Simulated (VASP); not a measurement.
All values below come from PBE GGA, VASP's PBE PAW potentials (set 64) (plane waves; VASP 6.6.1).

The input files of a VASP run:

### KPOINTS
```
Automatic mesh
0
Gamma
6 6 5
0 0 0
```

### POSCAR
```
Tc2B
9.7204840
  0.4080718614   0.0000000000   0.0000000000
 -0.2040359307   0.3534005097   0.0000000000
  0.0000000000   0.0000000000   0.5000000000
B Tc
2 4
direct
  0.3277770000   0.6530420000   0.2432810000
  0.6665660000   0.3291940000   0.7517310000
 -0.0194110000  -0.0139870000  -0.0014000000
  0.0159950000   0.0187870000   0.4922830000
  0.3348530000   0.6799190000   0.7629520000
  0.6742200000   0.3330460000   0.2511530000
```

INCAR:
```
SYSTEM = Tc2B
PREC = Accurate
ENCUT = 400
EDIFF = 1E-6
NELM = 100
ALGO = Normal
LREAL = .FALSE.
LASPH = .TRUE.
ISMEAR = -1
SIGMA = 0.1
GGA = PE
LMAXMIX = 4
LWAVE = .FALSE.
LCHARG = .FALSE.
ISIF = 2
```

POTCAR, in this order: B Tc_pv (PBE.64 set). Program: vasp_std.

The resulting files:

OUTCAR:
```
 ion  position               nearest neighbor table
   1  0.328  0.653  0.243-   6 2.25   6 2.29   6 2.34   5 2.34   4 2.49   5 2.53   3 2.54   3 2.58
                             3 2.62   4 2.63   4 2.66
   2  0.667  0.329  0.752-   5 2.23   5 2.30   5 2.35   6 2.43   6 2.43   3 2.56   3 2.56   4 2.57
                             4 2.59   3 2.64   4 2.68
   3  0.981  0.986  0.999-   4 2.40   4 2.46   5 2.50   1 2.54   5 2.54   2 2.56   2 2.56   6 2.56
                             6 2.56   1 2.58   1 2.62   2 2.64   5 2.64   6 2.68
   4  0.016  0.019  0.492-   3 2.40   3 2.46   1 2.49   6 2.54   6 2.55   2 2.57   2 2.59   5 2.61
                             5 2.63   1 2.63   6 2.63   1 2.66   2 2.68   5 2.68
   5  0.335  0.680  0.763-   2 2.23   2 2.30   1 2.34   2 2.35   3 2.50   1 2.53   3 2.54   4 2.61
                             4 2.63   3 2.64   4 2.68   6 3.27   6 3.28   6 3.34   6 3.35   6 3.37
   6  0.674  0.333  0.251-   1 2.25   1 2.29   1 2.34   2 2.43   2 2.43   4 2.54   4 2.55   3 2.56
                             3 2.56   4 2.63   3 2.68   5 3.27   5 3.28   5 3.34   5 3.35   5 3.37
  LATTYP: Found a hexagonal cell.
 ALAT       =     3.9666560000
 C/A-ratio  =     1.2252743873
 Subroutine PRICEL returns:
 Original cell was already a primitive cell.
 Subroutine GETGRP returns: Found  1 space group operations
The static configuration has the point symmetry C_1 .
The dynamic configuration has the point symmetry C_1 .
 Subroutine INISYM returns: Found  1 space group operations
 Subroutine IBZKPT returns following result:
 Found     92 irreducible k-points:

 Following reciprocal coordinates:
            Coordinates               Weight
  0.000000  0.000000  0.000000      1.000000
  0.166667 -0.000000  0.000000      2.000000
  0.000000  0.166667  0.000000      2.000000
 -0.166667  0.166667  0.000000      2.000000
  0.333333 -0.000000  0.000000      2.000000
  0.000000  0.333333  0.000000      2.000000
 -0.333333  0.333333  0.000000      2.000000
  0.500000 -0.000000  0.000000      1.000000
  0.000000  0.500000  0.000000      1.000000
  0.500000  0.500000  0.000000      1.000000
  0.166667  0.166667  0.000000      2.000000
 -0.166667  0.333333  0.000000      2.000000
 -0.333333  0.166667  0.000000      2.000000
...
```

### OSZICAR
```
       N       E                     dE             d eps       ncg     rms          rms(c)
DAV:   1     0.674451913126E+03    0.67445E+03   -0.29992E+04  6448   0.144E+03
DAV:   2    -0.245751626965E+02   -0.69903E+03   -0.68938E+03  6484   0.468E+02
DAV:   3    -0.564198093291E+02   -0.31845E+02   -0.31228E+02  8486   0.103E+02
DAV:   4    -0.570984179950E+02   -0.67861E+00   -0.67133E+00  7382   0.136E+01
DAV:   5    -0.571138155053E+02   -0.15398E-01   -0.15288E-01  7850   0.185E+00    0.429E+01
DAV:   6    -0.531290710072E+02    0.39847E+01   -0.32265E+01  8064   0.320E+01    0.135E+01
DAV:   7    -0.541015037812E+02   -0.97243E+00   -0.18728E+01  7784   0.276E+01    0.128E+01
DAV:   8    -0.526462125373E+02    0.14553E+01   -0.77266E+00  7604   0.184E+01    0.573E+00
DAV:   9    -0.527141070572E+02   -0.67895E-01   -0.10556E+00  7808   0.747E+00    0.284E+00
DAV:  10    -0.526341838126E+02    0.79923E-01   -0.48562E-01  7466   0.491E+00    0.800E-01
DAV:  11    -0.526301911881E+02    0.39926E-02   -0.72132E-02  7840   0.175E+00    0.296E-01
DAV:  12    -0.526298586962E+02    0.33249E-03   -0.67001E-03  7676   0.700E-01    0.170E-01
DAV:  13    -0.526295045205E+02    0.35418E-03   -0.25756E-03  7726   0.415E-01    0.489E-02
DAV:  14    -0.526294725938E+02    0.31927E-04   -0.41545E-04  8054   0.115E-01    0.114E-02
DAV:  15    -0.526294658210E+02    0.67728E-05   -0.16264E-05  7090   0.246E-02    0.532E-03
DAV:  16    -0.526294648823E+02    0.93871E-06   -0.12547E-06  3824   0.936E-03
   1 F= -.52629465E+02 E0= -.52542641E+02  d E =-.173648E+00
```

File OUTCAR:
```
------------------------ aborting loop because EDIFF is reached ----------------------------------------
  FORCE on cell =-STRESS in cart. coord.  units (eV):
  Direction    XX          YY          ZZ          XY          YZ          ZX
  --------------------------------------------------------------------------------------
  Total       11.8694836     10.0142802      7.1370364     -0.6903818     -0.0168971      0.1407469
  in kB      287.1474175    242.2661993    172.6597077    -16.7017665     -0.4087751      3.4049598
  external PRESSURE =     234.0244415 kB  Pullay stress =       0.0000000 kB
  volume of cell :       66.23
      direct lattice vectors                 reciprocal lattice vectors
     3.966656000  0.000000000  0.000000000     0.252101518  0.145550916  0.000000000
    -1.983328000  3.435224000  0.000000000     0.000000000  0.291101832  0.000000000
     0.000000000  0.000000000  4.860242000     0.000000000  0.000000000  0.205751072
 POSITION                                       TOTAL-FORCE (eV/Angst)
 -----------------------------------------------------------------------------------
      0.00498      2.24335      1.18240         0.131395      0.222045      0.234482
      1.99114      1.13086      3.65359        -0.126730      0.230300     -0.236105
      1.93407      3.38718      4.85344         0.022412     -0.086565     -0.608608
      0.02619      0.06454      2.39261         0.260640      0.232485      0.142272
     -0.02026      2.33567      3.70813         0.247938     -0.770249      0.086770
      2.01386      1.14409      1.22066        -0.535655      0.171984      0.381189
 -----------------------------------------------------------------------------------
    total drift:                               -0.000630     -0.000140      0.000004
  FREE ENERGIE OF THE ION-ELECTRON SYSTEM (eV)
  ---------------------------------------------------
  free  energy   TOTEN  =       -52.6294648823 eV

  energy  without entropy=      -52.4558173224  energy(sigma->0) =      -52.54264110
```
(Selected blocks of OUTCAR.)

At this cut-off the stress carries a Pulay error, which pulls relaxed volumes low.

The structure was generated: Tc2B was put into an ordered model structure, which need not be its known phase. The cell was not relaxed at this level, atoms are displaced from their ideal sites. The k-mesh is coarse (spacing up to 0.30 per Å, 2π included), so the numbers may not be converged in it.
